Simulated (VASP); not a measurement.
# Mg6AlFe (Amm2) in VASP: settings compared, part 2 of 3

VASP 6.6.1. The steps go on from the part before.

### Step 3. Optical spectrum, AM05+D4, collinear spin, ferromagnetic start

Input file INCAR:

```
SYSTEM = Mg6AlFe
ALGO = Normal
CSHIFT = 0.05
EDIFF = 1E-6
ENCUT = 600
GGA = AM
ISIF = 2
ISMEAR = 1
ISPIN = 2
IVDW = 13
LASPH = .TRUE.
LCHARG = .FALSE.
LMAXMIX = 4
LOPTICS = .TRUE.
LORBIT = 11
LREAL = .FALSE.
LWAVE = .FALSE.
MAGMOM = 3 0 0 0 0 0 0 0
NBANDS = 72
NEDOS = 2000
NELM = 150
PREC = Accurate
SIGMA = 0.1
```

Input file KPOINTS:

```
k-points
0
G
  5 4 4
  0 0 0
```

Input file POSCAR:

```
Mg6AlFe
1.0
    4.9023366500      0.0000000000      0.0000000000
    0.0000000000      2.9993981450      5.3201991150
    0.0000000000     -2.9993981450      5.3201991150
Fe Al Mg
1 1 6
Direct
    0.5000000000      0.6782351400      0.6782351400
    0.0000000000      0.8197174800      0.8197174800
    0.5000000000      0.1691669400      0.1691669400
    0.5000000000      0.6704082800      0.1635031600
    0.5000000000      0.1635031600      0.6704082800
    0.0000000000      0.3306851300      0.3306851300
    0.0000000000      0.8269173200      0.3413668600
    0.0000000000      0.3413668600      0.8269173200
```

Potentials or basis: VASP PAW PBE potentials, release 64 (Fe_sv_GW, Al_GW, Mg_sv_GW).

Command:

```
$ cat potpaw_PBE.64/Fe_sv_GW/POTCAR potpaw_PBE.64/Al_GW/POTCAR potpaw_PBE.64/Mg_sv_GW/POTCAR > POTCAR
$ mpirun -np 1 vasp_std > vasp.out
```

OUTCAR:

```text
SYSTEM = Mg6AlFe
   EDIFF = 1E-6
   ENCUT = 600
   GGA = AM
   ISIF = 2
   ISMEAR = 1
   ISPIN = 2
   IVDW = 13
   LASPH = .TRUE.
   LORBIT = 11
   LREAL = .FALSE.
   NELM = 150
   PREC = Accurate

 ion  position               nearest neighbor table
   1  0.500  0.678  0.678-
   2  0.000  0.820  0.820-
   3  0.500  0.169  0.169-
   4  0.500  0.670  0.164-
   5  0.500  0.164  0.670-
   6  0.000  0.331  0.331-
   7  0.000  0.827  0.341-
   8  0.000  0.341  0.827-

  LATTYP: Found a base centered orthorhombic cell.
 ALAT       =     5.9987962900
 B/A-ratio  =     1.7737555529
 C/A-ratio  =     0.8172200577

  Lattice vectors:

 A1 = (   0.0000000000,   2.9993981450,  -5.3201991150)
 A2 = (   0.0000000000,   2.9993981450,   5.3201991150)
 A3 = (   4.9023366500,   0.0000000000,   0.0000000000)

Analysis of symmetry for initial positions (statically):
=====================================================================
 Subroutine PRICEL returns:
 Original cell was already a primitive cell.

 Routine SETGRP: Setting up the symmetry group for a
 base centered orthorhombic supercell.

 Subroutine GETGRP returns: Found  4 space group operations
 (whereof  4 operations were pure point group operations)
 out of a pool of  8 trial point group operations.

The static configuration has the point symmetry C_2v.

Analysis of symmetry for dynamics (positions and initial velocities):
=====================================================================
 Subroutine PRICEL returns:
 Original cell was already a primitive cell.

 Routine SETGRP: Setting up the symmetry group for a
 base centered orthorhombic supercell.

 Subroutine GETGRP returns: Found  4 space group operations
 (whereof  4 operations were pure point group operations)
 out of a pool of  8 trial point group operations.

The dynamic configuration has the point symmetry C_2v.

Analysis of structural, dynamic, and magnetic symmetry:
=====================================================================
 Subroutine PRICEL returns:
 Original cell was already a primitive cell.

 Routine SETGRP: Setting up the symmetry group for a
 base centered orthorhombic supercell.

[... 2460 lines left out ...]
 -----------------------------------------------------------------------------
  energy-cutoff  :      600.00
  volume of cell :      156.46
      direct lattice vectors                 reciprocal lattice vectors
     4.902336650  0.000000000  0.000000000     0.203984359  0.000000000  0.000000000
     0.000000000  2.999398145  5.320199115     0.000000000  0.166700110  0.093981445
     0.000000000 -2.999398145  5.320199115     0.000000000 -0.166700110  0.093981445

 POSITION                                       TOTAL-FORCE (eV/Angst)
 -----------------------------------------------------------------------------------
      2.45117      0.00000      7.21669         0.000000      0.000000      0.135822
      0.00000      0.00000      8.72212         0.000000      0.000000     -0.308058
      2.45117      0.00000      1.80000         0.000000      0.000000     -0.015020
      2.45117      1.52041      4.43657         0.000000      0.042220     -0.036991
      2.45117     -1.52041      4.43657         0.000000     -0.042220     -0.036991
      0.00000      0.00000      3.51862         0.000000      0.000000      0.030941
      0.00000      1.45636      6.21550         0.000000     -0.254249      0.115149
      0.00000     -1.45636      6.21550         0.000000      0.254249      0.115149
 -----------------------------------------------------------------------------------
    total drift:                                0.000000      0.000001      0.000283

  FREE ENERGIE OF THE ION-ELECTRON SYSTEM (eV)
  ---------------------------------------------------
  free  energy   TOTEN  =      -106.2871751652 eV

  energy  without entropy=     -106.2892455030  energy(sigma->0) =     -106.28786528

 electrical conductivity sigma (Mega S m-1) (frequency dependency in vasprun.xml)
  --------------------------------------------------------------------------------------
       0.018       0.000       0.000
       0.000       0.008       0.000
       0.000       0.000       0.010

  frequency dependent IMAGINARY DIELECTRIC FUNCTION (independent particle, no local field effects) density-density
     E(ev)      X         Y         Z        XY        YZ        ZX
  --------------------------------------------------------------------------------------------------------------
     0.00000     0.00000     0.00000     0.00000     0.00000     0.00000     0.00000
     1.21345    53.26641   125.51298    90.18473     0.00000     0.00000     0.00000
     2.42690    19.36277    11.89991    21.39471     0.00000     0.00000     0.00000
     3.64034     2.62394     5.02806     3.00931     0.00000     0.00000     0.00000
     4.85379     1.89042     1.25471     0.73533     0.00000     0.00000     0.00000
     6.06724     0.64696     0.82771     0.66114     0.00000     0.00000     0.00000
[... 92 lines left out ...]
   118.91793     0.00000     0.00000     0.00000     0.00000     0.00000     0.00000
   120.13138     0.00000     0.00000     0.00000     0.00000     0.00000     0.00000

  frequency dependent      REAL DIELECTRIC FUNCTION (independent particle, no local field effects) density-density
     E(ev)        X           Y           Z          XY          YZ          ZX
  --------------------------------------------------------------------------------------------------------------
     0.00000   189.17981   296.43346   272.54262     0.00000     0.00000     0.00000
     1.21345    36.81103     9.48702    31.74424     0.00000     0.00000     0.00000
     2.42690   -23.13600   -18.72794   -22.71758     0.00000     0.00000     0.00000
     3.64034    -9.33312    -8.96934    -9.89480     0.00000     0.00000     0.00000
     4.85379    -4.53575    -5.01253    -5.34490     0.00000     0.00000     0.00000
     6.06724    -2.74699    -2.87758    -2.81825     0.00000     0.00000     0.00000
[... 92 lines left out ...]
   118.91793     0.98729     0.98654     0.98668     0.00000     0.00000     0.00000
   120.13138     0.98757     0.98683     0.98698     0.00000     0.00000     0.00000

  frequency dependent IMAGINARY DIELECTRIC FUNCTION (independent particle, no local field effects) current-current
     E(ev)      X         Y         Z        XY        YZ        ZX
  --------------------------------------------------------------------------------------------------------------
     0.00000   153.56602   250.64487   239.73225     0.00000     0.00000     0.00000
     1.21345    55.52760   124.87564    90.44864     0.00000     0.00000     0.00000
     2.42690    19.22991    11.98647    21.22515     0.00000     0.00000     0.00000
     3.64034     2.65124     5.03185     3.00316     0.00000     0.00000     0.00000
     4.85379     1.89698     1.24976     0.72900     0.00000     0.00000     0.00000
     6.06724     0.64980     0.82817     0.66433     0.00000     0.00000     0.00000
[... 92 lines left out ...]
   118.91793    -0.00000     0.00000    -0.00000     0.00000     0.00000     0.00000
   120.13138    -0.00000     0.00000    -0.00000     0.00000     0.00000     0.00000

  frequency dependent      REAL DIELECTRIC FUNCTION (independent particle, no local field effects) current-current
     E(ev)        X           Y           Z          XY          YZ          ZX
  --------------------------------------------------------------------------------------------------------------
     0.00000    72.71462    76.49730    66.24079     0.00000     0.00000     0.00000
     1.21345    32.71724     0.81467    25.53069     0.00000     0.00000     0.00000
     2.42690   -23.86413   -19.11329   -23.46553     0.00000     0.00000     0.00000
     3.64034    -9.38082    -9.03397    -9.92837     0.00000     0.00000     0.00000
     4.85379    -4.55535    -5.00110    -5.33101     0.00000     0.00000     0.00000
     6.06724    -2.74575    -2.86525    -2.80807     0.00000     0.00000     0.00000
[... 92 lines left out ...]
   118.91793     0.98733     0.98661     0.98674     0.00000     0.00000     0.00000
   120.13138     0.98760     0.98690     0.98703     0.00000     0.00000     0.00000

 total charge

# of ion       s       p       d       f       tot
--------------------------------------------------
    1        2.140   6.175   5.832   0.001  14.147
    2        0.506   0.396   0.033   0.000   0.935
    3        2.221   6.023   0.008   0.000   8.253
    4        2.214   6.019   0.010   0.000   8.243
    5        2.214   6.019   0.010   0.000   8.243
    6        2.235   6.018   0.010   0.000   8.263
    7        2.217   6.019   0.010   0.000   8.247
    8        2.217   6.019   0.010   0.000   8.247
--------------------------------------------------
tot         15.966  42.689   5.923   0.001  64.578

 magnetization (x)

# of ion       s       p       d       f       tot
--------------------------------------------------
    1        0.000   0.000   0.000   0.000   0.000
    2       -0.000  -0.000   0.000   0.000  -0.000
    3       -0.000  -0.000  -0.000   0.000  -0.000
    4       -0.000  -0.000   0.000   0.000  -0.000
    5       -0.000  -0.000   0.000   0.000  -0.000
    6       -0.000  -0.000  -0.000   0.000  -0.000
    7       -0.000  -0.000  -0.000   0.000  -0.000
    8       -0.000  -0.000  -0.000   0.000  -0.000
--------------------------------------------------
tot         -0.000  -0.000   0.000   0.000   0.000
```

Run time: 24 min. Hardware: 1 thread of Intel Xeon Platinum 8375C at 2.90GHz (Ice Lake), shared host; peak memory 1.2 GiB.

What came out:

```
Free energy                                           : -106.2872 eV
Pressure                                              : -3.9 GPa
Largest force                                         : 0.308 eV/Å
Band gap on the k mesh                                : none (metal or under the smearing width)
Net moment                                            : 0.00 μB per cell
Valence electrons inside the program's atomic spheres : Fe 14.15; Al 0.94; Mg 8.25, 8.24, 8.26
Dispersion energy per atom                            : -0.071 eV
```

Forces on the atoms (eV/Å):
```
Fe   0.000  0.000  0.136
Al   0.000  0.000 -0.308
Mg   0.000  0.000 -0.015
Mg   0.000  0.042 -0.037
Mg   0.000 -0.042 -0.037
Mg   0.000  0.000  0.031
Mg   0.000 -0.254  0.115
Mg   0.000  0.254  0.115
```

Stress tensor (GPa, compression positive):
```
-5.34  0.00  0.00
 0.00 -2.52  0.00
 0.00  0.00 -3.97
```

Levels at points of the mesh, in eV from the Fermi level:
Spin up:
```tsv
k point	band 37	band 38	band 39	band 40	band 41	band 42
(0.00, 0.00, 0.00)	-1.16	-0.62	-0.51	-0.04	-0.01	0.61
(0.00, 0.50, 0.00)	-0.38	-0.28	0.19	0.65	0.73	1.34
(0.00, 0.50, 0.50)	-0.30	-0.24	-0.06	0.59	1.01	1.53
```
Spin down:
| k point | band 35 | band 36 | band 37 | band 38 | band 39 | band 40 | band 41 | band 42 | band 43 | band 44 |
| --- | --- | --- | --- | --- | --- | --- | --- | --- | --- | --- |
| (0.00, 0.00, 0.00) | -1.77 | -1.68 | -1.16 | -0.62 | -0.51 | -0.04 | -0.01 | 0.61 | 2.84 | 3.30 |
| (0.00, 0.50, 0.00) | -0.83 | -0.77 | -0.38 | -0.28 | 0.19 | 0.64 | 0.73 | 1.34 | 1.71 | 2.12 |
| (0.00, 0.50, 0.50) | -0.75 | -0.56 | -0.30 | -0.24 | -0.06 | 0.59 | 1.01 | 1.53 | 1.60 | 1.93 |

Dielectric function (mean over the directions given):
```
energy (eV)  real part  imaginary part
       0.30      77.12           42.77
       0.79      29.02           42.84
       1.27      13.58           93.10
       1.76     -23.76           55.42
       2.31     -20.22           28.62
       2.79     -17.62           10.98
       3.28     -13.11            5.37
       3.82      -8.75            3.73
       4.31      -6.61            2.47
       4.79      -5.22            1.59
       5.34      -3.81            1.55
       5.82      -3.28            0.91
       6.31      -2.52            0.56
       6.86      -1.95            0.70
       7.34      -1.57            0.65
       7.83      -1.29            0.42
       8.31      -0.99            0.29
       8.86      -0.73            0.31
       9.34      -0.61            0.34
       9.83      -0.49            0.25
      10.38      -0.32            0.15
      10.86      -0.20            0.24
      11.35      -0.10            0.26
      11.89      -0.05            0.19
      12.38       0.04            0.13
      12.86       0.13            0.12
      13.41       0.20            0.16
      13.89       0.22            0.14
      14.38       0.25            0.14
      14.86       0.28            0.09
      15.41       0.32            0.06
      15.90       0.38            0.02
      16.38       0.43            0.01
      16.93       0.47            0.01
      17.41       0.51            0.00
      17.90       0.54            0.01
      18.44       0.57            0.01
      18.93       0.59            0.01
      19.42       0.62            0.00
      19.96       0.64            0.00
```

Caveat: the starting moments collapsed, and a magnetic state may lie lower; spectra need much finer meshes, so this one isn't converged; independent-particle spectra lack excitons; the intraband (Drude) part of a metal's response may be missing; the PAW data sets were made with another functional, which shifts forces and pressure a little; pairwise dispersion overbinds metals, which lowers pressure and volume.

### Step 4. Single point, PBEsol+rVV10+U, collinear spin, random start

Input file INCAR:

```
PREC = Accurate
ENCUT = 520
EDIFF = 1E-7
ISMEAR = 1
SIGMA = 0.2
LREAL = F
LASPH = T
NELM = 100
ALGO = Fast
ISIF = 2
LWAVE = F
LCHARG = T
ISPIN = 2
MAGMOM = -2.64 0 0 0 0 0 0 0
LORBIT = 11
LMAXMIX = 4
LDAU = T
LDAUTYPE = 1
LDAUL = 2 -1 -1
LDAUU = 4 0 0
LDAUJ = 0.9 0 0
LDAUPRINT = 1
GGA = PS
LUSE_VDW = T
IVDW_NL = 2
BPARAM = 20.0
CPARAM = 0.0093
LELF = T
LVHAR = T
NBANDS = 26
```

Input file KPOINTS:

```
Automatic mesh
0
Gamma
  6 5 5
```

Edit POSCAR of step 3 so:

```diff
@@ -1,6 +1,6 @@
 Mg6AlFe
-1.0
-    4.9023366500      0.0000000000      0.0000000000
-    0.0000000000      2.9993981450      5.3201991150
-    0.0000000000     -2.9993981450      5.3201991150
+4.9023
+    1.000007476083      0.000000000000      0.000000000000
+    0.000000000000      0.611834882606      1.085245520470
+    0.000000000000     -0.611834882606      1.085245520470
 Fe Al Mg
```

Potentials or basis: VASP PAW PBE potentials, release 64 (Fe, Al, Mg).

Command:

```
$ cat potpaw_PBE.64/Fe/POTCAR potpaw_PBE.64/Al/POTCAR potpaw_PBE.64/Mg/POTCAR > POTCAR
$ mpirun -np 1 vasp_std > vasp.out
```

Wall time 13 min (1 thread of Intel Xeon Platinum 8375C at 2.90GHz (Ice Lake), shared host); peak memory 0.8 GiB.

Results (log left out):

- Free energy: -19.6631 eV
- Pressure: 0.6 GPa
- Largest force: 0.154 eV/Å
- Band gap on the k mesh: none (metal or under the smearing width)
- Net moment: -2.71 μB per cell
- Site moments: Fe -3.05; Al +0.01; Mg +0.02, +0.01, -0.01 μB
- Valence electrons inside the program's atomic spheres: Fe 6.80; Al 0.77; Mg 0.38, 0.37

Forces in eV/Å, atoms in the order of the input:
```
Fe   0.000  0.000 -0.043
Al   0.000  0.000  0.154
Mg   0.000  0.000 -0.026
Mg   0.000 -0.010 -0.012
Mg   0.000  0.010 -0.012
Mg   0.000  0.000  0.036
Mg   0.000  0.049 -0.049
Mg   0.000 -0.049 -0.049
```

Stress tensor (GPa, compression positive):
```
0.92 0.00 0.00
0.00 0.75 0.00
0.00 0.00 0.11
```

Levels at points of the mesh, in eV from the Fermi level:
Spin up:
```tsv
k point	band 6	band 7	band 8	band 9	band 10	band 11	band 12	band 13	band 14	band 15
(0.00, 0.00, 0.00)	-2.33	-2.10	-2.10	-1.64	-0.24	0.42	0.47	0.62	1.11	2.73
(0.50, 0.00, 0.00)	-1.84	-1.48	-1.24	-1.21	-1.12	-0.92	-0.85	-0.60	-0.44	0.08
```
Spin down:
```csv
k point,band 11,band 12,band 13,band 14,band 15,band 16
"(0.00, 0.00, 0.00)",-2.03,-1.89,-1.73,-0.75,2.41,2.94
"(0.50, 0.00, 0.00)",-1.29,-1.21,-0.93,-0.81,-0.40,-0.33
```

Eigenvalues of the final occupation matrices:
| site | spin | trace | eigenvalues |
| --- | --- | --- | --- |
| site 1 d | 1 | 1.57 | 0.04 0.06 0.33 0.34 0.81 |
| site 1 d | 2 | 4.58 | 0.88 0.92 0.92 0.93 0.93 |

Caveat: the PAW data sets were made with another functional, which shifts forces and pressure a little; pairwise dispersion overbinds metals, which lowers pressure and volume; the U is typed as a test and isn't derived for this compound.

(Continued in part 3 of 3.)
